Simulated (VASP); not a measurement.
An input for Quantum ESPRESSO's pw.x (written as the equivalent of a VASP run, and not itself run):

```
&CONTROL
  calculation = 'scf'
  pseudo_dir = './pseudo'
  outdir = './out'
  tprnfor = .true.
  tstress = .true.
/
&SYSTEM
  ibrav = 0
  nat = 2
  ntyp = 2
  ecutwfc = 86
  occupations = 'smearing'
  smearing = 'gaussian'
  degauss = 0.003675
  input_dft = 'pbe'
/
&ELECTRONS
  conv_thr = 7.3e-07
  electron_maxstep = 100
/
ATOMIC_SPECIES
  Ru 101.070 Ru.upf
  Se 78.971 Se.upf
CELL_PARAMETERS angstrom
     2.9937560    0.0000000    0.0000000
     0.0000000    2.9937560    0.0000000
     0.0000000    0.0000000    2.9937560
ATOMIC_POSITIONS crystal
  Ru   0.0000000  0.0000000  0.0000000
  Se   0.5000000  0.5000000  0.5000000
K_POINTS automatic
  8 8 8 0 0 0
```

Q: Translate this input to VASP (INCAR, KPOINTS, POSCAR, choice of POTCAR).

A: This is not unique; one that fits is 
INCAR:
```
EDIFF = 1E-5   ! SCF stop (eV)
LMAXMIX = 4   ! l cut-off of mixed one-centre charges
ENCUT = 400
SYSTEM = RuSe
ISIF = 2
GGA = PE
NELM = 100   ! most electronic steps
PREC = Accurate
ISMEAR = 0   ! Gaussian
LWAVE = .FALSE.
LREAL = .FALSE.   ! projection in real space or not
ALGO = Normal
LCHARG = .FALSE.
SIGMA = 0.05   ! width (eV)
LASPH = .TRUE.   ! aspherical one-centre terms
```

POSCAR:
```
RuSe
1
    2.9937560000     0.0000000000     0.0000000000
    0.0000000000     2.9937560000     0.0000000000
    0.0000000000     0.0000000000     2.9937560000
Ru Se
1 1
Direct
  0.0000000000   0.0000000000   0.0000000000
  0.5000000000   0.5000000000   0.5000000000
```

KPOINTS:
```
K-points
0
G
8 8 8
0 0 0
```

POTCAR, in this order: Ru_pv Se (PBE.64 set). Program: vasp_std.

The two are equivalent in intent, not identical: the potentials are each code's own (VASP's PAW set, PseudoDojo norm-conserving files in pw.x), so ENCUT and ecutwfc are chosen apart and not converted; conv_thr bounds pw.x's estimated SCF error, while EDIFF bounds the energy change between steps.

The structure was generated: RuSe was put into the CsCl type (Pm-3m), which need not be its known phase. The cell was not relaxed at this level. The run is one of a series of settings (EDIFF = 1E-5 against the base run), some of them coarse on purpose.
